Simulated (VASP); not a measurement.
# CsLiCr2Te2S3 (Cm) in VASP: a series of runs

Runs on CsLiCr2Te2S3. Level: PBE. Tasks: atomic charges, electron localisation function, electrostatic potential.

All numbers are computed with VASP 6.6.1; they aren't measurements. Logs are shortened: lines on timing, memory, paths and dates and some standing lists are left out, and cuts for length are marked.

**1. The structure**

Symmetry: Cm, No. 8, monoclinic system. The conventional cell has a = 6.843 Å, b = 10.361 Å, c = 7.978 Å, α = 90.00°, β = 111.21°, γ = 90.00°. Around Cs (site symmetry m) lie 5 S at 3.58 to 3.92 Å and 1 Li at 4.01 Å. Around Li (site symmetry m) lie 3 S at 2.42 to 2.56 Å. Cr (site symmetry 1) is surrounded by 3 S at 2.20 to 2.25 Å and 1 Te at 2.51 Å. Te (site symmetry 1) has 1 Cr at 2.51 Å as nearest neighbours. S (site symmetry 1) is surrounded by 2 Cr at 2.24 to 2.25 Å and 1 Li at 2.56 Å. Around S (site symmetry m) lie 2 Cr at 2.20 Å and 1 Li at 2.42 Å.

The cell was built by a generator and needn't be a form met in nature.

**2. Atomic charges, PBE, collinear spin, ferromagnetic start**

INCAR reads:

```
SYSTEM = CsLiCr2Te2S3
PREC = Accurate
ENCUT = 520
EDIFF = 1E-6
ISMEAR = -1
SIGMA = 0.05
LREAL = .False.
LASPH = .True.
NELM = 150
ALGO = Normal
ISIF = 2
LWAVE = .False.
LCHARG = .False.
ISPIN = 2
MAGMOM = 0 0 3 3 0 0 0 0 0
LORBIT = 11
LMAXMIX = 4
GGA = PE
KPAR = 4
```

KPOINTS reads:

```
Automatic mesh
0
Gamma
  5 5 4
  0 0 0
```

POSCAR reads:

```
CsLiCr2Te2S3
1.0
    3.4216200000     -5.1806900000      0.0078400000
    3.4216200000      5.1806900000      0.0078400000
   -2.9041100000      0.0000000000      7.4309300000
Cs Li Cr Te S
1 1 2 2 3
Direct
    0.0937400000      0.0937400000      0.0085300000
    0.5887500000      0.5887500000      0.5533600000
    0.0564600000      0.4675500000      0.5579000000
    0.4675500000      0.0564600000      0.5579000000
    0.5648600000      0.8735700000      0.2903500000
    0.8735700000      0.5648600000      0.2903500000
    0.8115100000      0.3969700000      0.7334700000
    0.3969700000      0.8115100000      0.7334700000
    0.2140400000      0.2140400000      0.4837100000
```

Potentials or basis: VASP PAW PBE potentials, release 64 (Cs_sv, Li_sv, Cr_pv, Te, S).

Command:

```console
cat potpaw_PBE.64/Cs_sv/POTCAR potpaw_PBE.64/Li_sv/POTCAR potpaw_PBE.64/Cr_pv/POTCAR potpaw_PBE.64/Te/POTCAR potpaw_PBE.64/S/POTCAR > POTCAR
mpirun -np 4 vasp_std > vasp.out
```

OUTCAR:

```text
SYSTEM = CsLiCr2Te2S3
   PREC = Accurate
   ENCUT = 520
   EDIFF = 1E-6
   ISMEAR = -1
   LREAL = .False.
   LASPH = .True.
   NELM = 150
   ISIF = 2
   ISPIN = 2
   LORBIT = 11
   GGA = PE

 ion  position               nearest neighbor table
   1  0.094  0.094  0.009-
   2  0.589  0.589  0.553-   9 2.42   8 2.56   7 2.56   6 3.02   5 3.02
   3  0.056  0.468  0.558-   9 2.20   7 2.24   8 2.25   6 2.51
   4  0.468  0.056  0.558-   9 2.20   8 2.24   7 2.25   5 2.51
   5  0.565  0.874  0.290-   4 2.51   2 3.02   6 3.20
   6  0.874  0.565  0.290-   3 2.51   2 3.02   5 3.20
   7  0.812  0.397  0.733-   3 2.24   4 2.25   2 2.56
   8  0.397  0.812  0.733-   4 2.24   3 2.25   2 2.56
   9  0.214  0.214  0.484-   3 2.20   4 2.20   2 2.42

  LATTYP: Found a base centered monoclinic cell.
 ALAT       =     6.8432579639
 B/A-ratio  =     1.5141004555
 C/A-ratio  =     1.1658564481
 COS(beta)  =    -0.3618680181

  Lattice vectors:

 A1 = (   3.4216200000,  -5.1806900000,   0.0078400000)
 A2 = (   3.4216200000,   5.1806900000,   0.0078400000)
 A3 = (  -2.9041100000,   0.0000000000,   7.4309300000)

Analysis of symmetry for initial positions (statically):
=====================================================================
 Subroutine PRICEL returns:
 Original cell was already a primitive cell.

 Routine SETGRP: Setting up the symmetry group for a
 base centered monoclinic supercell.

 Subroutine GETGRP returns: Found  2 space group operations
 (whereof  2 operations were pure point group operations)
 out of a pool of  4 trial point group operations.

The static configuration has the point symmetry C_1h.

Analysis of symmetry for dynamics (positions and initial velocities):
=====================================================================
 Subroutine PRICEL returns:
 Original cell was already a primitive cell.

 Routine SETGRP: Setting up the symmetry group for a
 base centered monoclinic supercell.

 Subroutine GETGRP returns: Found  2 space group operations
 (whereof  2 operations were pure point group operations)
 out of a pool of  4 trial point group operations.

The dynamic configuration has the point symmetry C_1h.

Analysis of structural, dynamic, and magnetic symmetry:
=====================================================================
 Subroutine PRICEL returns:
 Original cell was already a primitive cell.

 Routine SETGRP: Setting up the symmetry group for a
 base centered monoclinic supercell.

 Subroutine GETGRP returns: Found  2 space group operations
 (whereof  2 operations were pure point group operations)
 out of a pool of  4 trial point group operations.

The overall configuration has the point symmetry C_1h.

 Subroutine INISYM returns: Found  2 space group operations
 (whereof  2 operations are pure point group operations),
 and found     1 'primitive' translations

----------------------------------------------------------------------------------------

                                     Primitive cell

  volume of cell :     263.6825

  direct lattice vectors                    reciprocal lattice vectors
     3.421620000 -5.180690000  0.007840000     0.145998873 -0.096512241  0.057058374
     3.421620000  5.180690000  0.007840000     0.145998873  0.096512241  0.057058374
    -2.904110000  0.000000000  7.430930000    -0.000308072  0.000000000  0.134452259

  length of vectors
     6.208630587  6.208630587  7.978256423     0.184081345  0.184081345  0.134452612

  position of ions in fractional coordinates (direct lattice)
     0.093740000  0.093740000  0.008530000
     0.588750000  0.588750000  0.553360000
     0.056460000  0.467550000  0.557900000
     0.467550000  0.056460000  0.557900000
     0.564860000  0.873570000  0.290350000
     0.873570000  0.564860000  0.290350000
     0.811510000  0.396970000  0.733470000
     0.396970000  0.811510000  0.733470000
     0.214040000  0.214040000  0.483710000

[... 67 lines left out ...]
   total plane-waves  NPLWV = 138240
   dimension x,y,z NGX =    48 NGY =   48 NGZ =   60
   dimension x,y,z NGXF=    96 NGYF=   96 NGZF=  120
   ions per type =               1   1   2   2   3
   NGX,Y,Z   is equivalent  to a cutoff of  12.85, 12.85, 12.50 a.u.
   NGXF,Y,Z  is equivalent  to a cutoff of  25.71, 25.71, 25.00 a.u.
 SYSTEM =  CsLiCr2Te2S3
   PREC   = accura    normal or accurate (medium, high low for compatibility)
   ISTART =      0    job   : 0-new  1-cont  2-samecut
   ICHARG =      2    charge: 1-file 2-atom 10-const
   ISPIN  =      2    spin polarized calculation?
   LNONCOLLINEAR =      F non collinear calculations
   LSORBIT =      F    spin-orbit coupling
   LASPH  =      T    aspherical Exc in radial PAW
   ENCUT  =  520.0 eV  38.22 Ry    6.18 a.u.  11.54 11.54 14.83*2*pi/ulx,y,z
   NELM   =    150;   NELMIN=  2; NELMDL= -5     # of ELM steps
   EDIFF  = 0.1E-05   stopping-criterion for ELM
   LREAL  =      F    real-space projection
   EDIFFG = 0.1E-04   stopping-criterion for IOM
   NSW    =      0    number of steps for IOM
   IBRION =     -1    ionic relax: 0-MD 1-quasi-New 2-CG
   NFREE  =      0    steps in history (QN), initial steepest desc. (CG)
   ISIF   =      2    stress and relaxation
   ISYM   =      2    0-nonsym 1-usesym 2-fastsym
   POTIM  = 0.5000    time-step for ionic-motion
   TEBEG  =    0.0;   TEEND  =   0.0 temperature during run
   PSTRESS=    0.0 pullay stress
   NELECT =      66.0000    total number of electrons
   NUPDOWN=      -1.0000    fix difference up-down
   EMIN   =  10.00;   EMAX   =-10.00  energy-range for DOS
   EFERMI =   0.00;   METHOD = LEGACY
   ISMEAR =    -1;   SIGMA  =   0.05  broadening in eV -4-tet -1-fermi 0-gaus
   EFERMI_NEDOS =   21; number of points for ismear=-14 and -15
   IALGO  =     38    algorithm
   IMIX   =      4    mixing-type and parameters
     AMIX     =   0.40;   BMIX     =  1.00
     AMIX_MAG =   1.60;   BMIX_MAG =  1.00
  volume/ion in A,a.u.               =      29.30       197.71
  Fermi-wavevector in a.u.,A,eV,Ry     =   1.031721  1.949670 14.482705  1.064449
  Thomas-Fermi vector in A             =   2.165883
   LORBIT       =     11    0 simple, 1 ext, 2 COOP (PROOUT), +10 PAW based schemes
   GGA     = PE    functional components
   LHFCALC =     F    Hartree Fock is set to
   AEXX    =    0.0000 exact exchange contribution
   IVDW    =     0    specifies the selected vdW correction
   LEPSILON=     F    determine dielectric tensor
   LRPA    =     F    only Hartree local field effects (RPA)
 spin polarized calculation
  energy-cutoff  :      520.00
  volume of cell :      263.68
 maximum number of plane-waves:      7130
 NGX is ok and might be reduce to    48
   NGX = 23   NGY = 23   NGZ = 29

 number of electron      66.0000014 magnetization       4.0118888

 Free energy of the ion-electron system (eV)
  ---------------------------------------------------
  ext. energy  EPLUGINS =         0.00000000
  ---------------------------------------------------
  free energy    TOTEN  =       -45.78817299 eV

  energy without entropy =      -45.76095565  energy(sigma->0) =      -45.77456432

 E-fermi :   3.1460     XC(G=0):  -8.3099

 val. band max:        3.1401975764   @ k =  -0.2000   0.2000   0.0000
 cond. band min:       3.1482839104   @ k =  -0.2000   0.4000   0.2500
 fundamental gap:      0.0080863340
 Fermi energy:         3.1460356761

 spin component 1

 k-point     1 :       0.0000    0.0000    0.0000
  band No.  band energies     occupation
      1     -42.8792      1.00000
      2     -41.1979      1.00000
      3     -41.1938      1.00000
      4     -41.1732      1.00000
      5     -41.1645      1.00000
      6     -41.0733      1.00000
[... 1069 lines left out ...]
     41       4.9424      0.00000
     42       6.8096      0.00000

 [... further k-points ...]

 spin component 2

 k-point     1 :       0.0000    0.0000    0.0000
  band No.  band energies     occupation
      1     -42.8775      1.00000
      2     -38.8823      1.00000
      3     -38.8815      1.00000
      4     -38.8483      1.00000
      5     -38.8474      1.00000
      6     -38.7988      1.00000
[... 1069 lines left out ...]
     41       5.8195      0.00000
     42       6.9939      0.00000

 [... further k-points ...]

------------------------ aborting loop because EDIFF is reached ----------------------------------------

  FORCE on cell =-STRESS in cart. coord.  units (eV):
  Direction    XX          YY          ZZ          XY          YZ          ZX
  --------------------------------------------------------------------------------------
  -------------------------------------------------------------------------------------
  Total       -0.0357682     -0.1049987      0.0131704      0.0000000      0.0000000     -0.0189024
  in kB       -0.2173335     -0.6379892      0.0800256      0.0000000      0.0000000     -0.1148537
  external PRESSURE =      -0.2584324 kB  Pullay stress =       0.0000000 kB

 VOLUME and BASIS-vectors are now :
 -----------------------------------------------------------------------------
  energy-cutoff  :      520.00
  volume of cell :      263.68
      direct lattice vectors                 reciprocal lattice vectors
     3.421620000 -5.180690000  0.007840000     0.145998873 -0.096512241  0.057058374
     3.421620000  5.180690000  0.007840000     0.145998873  0.096512241  0.057058374
    -2.904110000  0.000000000  7.430930000    -0.000308072  0.000000000  0.134452259

 POSITION                                       TOTAL-FORCE (eV/Angst)
 -----------------------------------------------------------------------------------
      0.61671      0.00000      0.06486         0.003183      0.000000     -0.001824
      2.42194      0.00000      4.12121        -0.004490      0.000000      0.004118
      0.17276      2.12973      4.14982         0.001208     -0.000871      0.001889
      0.17276     -2.12973      4.14982         0.001208      0.000871      0.001889
      4.07855      1.59933      2.16885         0.005179      0.009583     -0.005260
      4.07855     -1.59933      2.16885         0.005179     -0.009583     -0.005260
      2.00488     -2.14760      5.45984        -0.006971      0.006219      0.002951
      2.00488      2.14760      5.45984        -0.006971     -0.006219      0.002951
      0.05998      0.00000      3.59777         0.002475      0.000000     -0.001453
 -----------------------------------------------------------------------------------
    total drift:                                0.000143      0.000000     -0.000038

  FREE ENERGIE OF THE ION-ELECTRON SYSTEM (eV)
  ---------------------------------------------------
  free  energy   TOTEN  =       -45.7881729900 eV

  energy  without entropy=      -45.7609556500  energy(sigma->0) =      -45.77456432

 total charge

# of ion       s       p       d       tot
------------------------------------------
    1        1.831   4.704   0.024   6.559
    2        2.014   0.048   0.000   2.062
    3        0.333   6.280   4.178  10.791
    4        0.333   6.280   4.178  10.791
    5        1.391   1.959   0.027   3.376
    6        1.391   1.959   0.027   3.376
    7        1.340   2.390   0.000   3.731
    8        1.340   2.390   0.000   3.731
    9        1.342   2.413   0.000   3.755
--------------------------------------------------
tot         11.317  28.423   8.432  48.171

 magnetization (x)

# of ion       s       p       d       tot
------------------------------------------
    1       -0.000  -0.002   0.000  -0.001
    2        0.001  -0.000   0.000   0.000
    3        0.028   0.021   2.224   2.273
    4        0.028   0.021   2.224   2.273
    5       -0.007  -0.184   0.003  -0.188
    6       -0.007  -0.184   0.003  -0.188
    7       -0.003  -0.079   0.000  -0.082
    8       -0.003  -0.079   0.000  -0.082
    9        0.001  -0.084   0.000  -0.083
--------------------------------------------------
tot          0.038  -0.570   4.455   3.923
```

Run time: 6.9 min. Hardware: 4 MPI ranks of Intel Xeon Platinum 8375C at 2.90GHz (Ice Lake), shared host; peak memory 0.87 GiB.

What came out:

```
Free energy                                           : -45.7882 eV
Largest force                                         : 0.012 eV/Å
Band gap on the k mesh                                : none (metal or under the smearing width)
Net moment                                            : 4.01 μB per cell
Site moments                                          : Cs -0.00; Li +0.00; Cr +2.27; Te -0.19; S -0.08 μB
Valence electrons inside the program's atomic spheres : Cs 6.56; Li 2.06; Cr 10.79; Te 3.38; S 3.73, 3.75
```

Forces on the atoms (eV/Å):
```
Cs   0.003  0.000 -0.002
Li  -0.004  0.000  0.004
Cr   0.001 -0.001  0.002
Cr   0.001  0.001  0.002
Te   0.005  0.010 -0.005
Te   0.005 -0.010 -0.005
S   -0.007  0.006  0.003
S   -0.007 -0.006  0.003
S    0.002  0.000 -0.001
```

Levels at points of the mesh, in eV from the Fermi level:
Spin up:
```csv
k point,band 33,band 34,band 35,band 36,band 37,band 38
"(0.00, 0.00, 0.00)",-0.77,-0.39,-0.36,-0.21,0.24,0.76
"(0.00, 0.00, 0.50)",-0.77,-0.38,-0.35,-0.13,0.15,0.66
```
Spin down:
```
           k point  band 27  band 28  band 29  band 30  band 31  band 32  band 33  band 34  band 35  band 36
(0.00, 0.00, 0.00)    -2.18    -1.94    -1.70    -0.69    -0.57     0.69     0.88     1.07     1.11     1.53
(0.00, 0.00, 0.50)    -2.36    -2.16    -1.68    -0.67    -0.62     0.72     0.84     1.13     1.21     1.44
```

Caveat: the cutoff is under 1.25 times the usual one of these potentials, so pressure, stress and relaxed cells hold a basis-set (Pulay) error; only a ferromagnetic start was run, and an antiferromagnetic order may lie lower in energy.

**3. Electron localisation function, PBE, collinear spin, ferromagnetic start**

INCAR reads:

```
SYSTEM = CsLiCr2Te2S3
PREC = Accurate
ENCUT = 520
EDIFF = 1E-6
ISMEAR = -1
SIGMA = 0.05
LREAL = .FALSE.
LASPH = .TRUE.
NELM = 150
ALGO = Normal
ISIF = 2
LWAVE = .FALSE.
LCHARG = .TRUE.
ISPIN = 2
MAGMOM = 0 0 3 3 0 0 0 0 0
LORBIT = 11
LMAXMIX = 4
GGA = PE
LELF = .TRUE.
```

KPOINTS reads:

```
Automatic mesh
0
G
  5 5 4
  0 0 0
```

POSCAR is that of step 2.

Potentials or basis: VASP PAW PBE potentials, release 64 (Cs_sv, Li_sv, Cr_pv, Te, S).

Command:

```console
cat potpaw_PBE.64/Cs_sv/POTCAR potpaw_PBE.64/Li_sv/POTCAR potpaw_PBE.64/Cr_pv/POTCAR potpaw_PBE.64/Te/POTCAR potpaw_PBE.64/S/POTCAR > POTCAR
mpirun -np 4 vasp_std > vasp.out
```

Wall time 8.5 min (4 MPI ranks of Intel Xeon Platinum 8375C at 2.90GHz (Ice Lake), shared host); peak memory 0.4 GiB.

The run converged. Its results:

```
Free energy                                           : -45.7882 eV
Largest force                                         : 0.012 eV/Å
Band gap on the k mesh                                : none (metal or under the smearing width)
Net moment                                            : 4.01 μB per cell
Site moments                                          : Cs -0.00; Li +0.00; Cr +2.27; Te -0.19; S -0.08 μB
Valence electrons inside the program's atomic spheres : Cs 6.56; Li 2.06; Cr 10.79; Te 3.38; S 3.73, 3.75
```

Forces in eV/Å, atoms in the order of the input:
```
Cs   0.003  0.000 -0.002
Li  -0.004  0.000  0.004
Cr   0.001 -0.001  0.002
Cr   0.001  0.001  0.002
Te   0.005  0.010 -0.005
Te   0.005 -0.010 -0.005
S   -0.007  0.006  0.003
S   -0.007 -0.006  0.003
S    0.002  0.000 -0.001
```

Levels at points of the mesh, in eV from the Fermi level:
Spin up:
```csv
k point,band 32,band 33,band 34,band 35,band 36,band 37,band 38,band 39
"(0.00, 0.00, 0.00)",-1.08,-0.77,-0.39,-0.36,-0.21,0.24,0.76,1.08
"(0.00, 0.00, 0.50)",-1.07,-0.77,-0.38,-0.35,-0.13,0.15,0.66,0.68
```
Spin down:
```
           k point  band 28  band 29  band 30  band 31  band 32  band 33  band 34  band 35
(0.00, 0.00, 0.00)    -1.94    -1.70    -0.69    -0.57     0.69     0.88     1.07     1.11
(0.00, 0.00, 0.50)    -2.16    -1.68    -0.67    -0.62     0.72     0.84     1.13     1.21
```

Caveat: the cutoff is under 1.25 times the usual one of these potentials, so pressure, stress and relaxed cells hold a basis-set (Pulay) error; only a ferromagnetic start was run, and an antiferromagnetic order may lie lower in energy.

**4. Electrostatic potential, PBE, collinear spin, ferromagnetic start**

Changes to INCAR since step 3:

```diff
@@ -18,2 +18,3 @@
 GGA = PE
-LELF = .TRUE.
+LVHAR = .TRUE.
+KPAR = 4
```

KPOINTS is that of step 3.

POSCAR is that of step 3.

Command:

```console
cat potpaw_PBE.64/Cs_sv/POTCAR potpaw_PBE.64/Li_sv/POTCAR potpaw_PBE.64/Cr_pv/POTCAR potpaw_PBE.64/Te/POTCAR potpaw_PBE.64/S/POTCAR > POTCAR
mpirun -np 4 vasp_std > vasp.out
```

Wall time 7.8 min (4 MPI ranks of Intel Xeon Platinum 8375C at 2.90GHz (Ice Lake), shared host); peak memory 0.88 GiB.

The run converged. Its results:

* Free energy: -45.7882 eV
* Largest force: 0.012 eV/Å
* Band gap on the k mesh: none (metal or under the smearing width)
* Net moment: 4.01 μB per cell
* Site moments: Cs -0.00; Li +0.00; Cr +2.27; Te -0.19; S -0.08 μB
* Valence electrons inside the program's atomic spheres: Cs 6.56; Li 2.06; Cr 10.79; Te 3.38; S 3.73, 3.75

Forces in eV/Å, atoms in the order of the input:
```
Cs   0.003  0.000 -0.002
Li  -0.004  0.000  0.004
Cr   0.001 -0.001  0.002
Cr   0.001  0.001  0.002
Te   0.005  0.010 -0.005
Te   0.005 -0.010 -0.005
S   -0.007  0.006  0.003
S   -0.007 -0.006  0.003
S    0.002  0.000 -0.001
```

Levels at points of the mesh, in eV from the Fermi level:
Spin up:
```tsv
k point	band 32	band 33	band 34	band 35	band 36	band 37	band 38	band 39
(0.00, 0.00, 0.00)	-1.08	-0.77	-0.39	-0.36	-0.21	0.24	0.76	1.08
(0.00, 0.00, 0.50)	-1.07	-0.77	-0.38	-0.35	-0.13	0.15	0.66	0.68
```
Spin down:
```csv
k point,band 28,band 29,band 30,band 31,band 32,band 33,band 34,band 35
"(0.00, 0.00, 0.00)",-1.94,-1.70,-0.69,-0.57,0.69,0.88,1.07,1.11
"(0.00, 0.00, 0.50)",-2.16,-1.68,-0.67,-0.62,0.72,0.84,1.13,1.21
```

Caveat: the cutoff is under 1.25 times the usual one of these potentials, so pressure, stress and relaxed cells hold a basis-set (Pulay) error; only a ferromagnetic start was run, and an antiferromagnetic order may lie lower in energy. Spin-orbit coupling is left out, which matters for the levels of Cs, Te.

**5. Summary**

```csv
task,gap on the mesh (eV),moment (μB),largest force (eV/Å)
atomic charges,none,4.01,0.01
electron localisation function,none,4.01,0.01
electrostatic potential,none,4.01,0.01
```

Alike in all rows: level PBE; potentials or basis VASP PAW PBE potentials, release 64 (Cs_sv, Li_sv, Cr_pv, Te, S); spin collinear, ferromagnetic start; cell as given; k mesh 5 × 5 × 4; cutoff (eV) 520; smearing fermi-dirac 0.05 eV.

Every run on the cell as given and a fine mesh finds a metal.

Caveats: the cutoff is under 1.25 times the usual one of these potentials, so pressure, stress and relaxed cells hold a basis-set (Pulay) error; only a ferromagnetic start was run, and an antiferromagnetic order may lie lower in energy.

Total energies depend on the potentials used, so only differences within one code and one set of settings carry meaning.
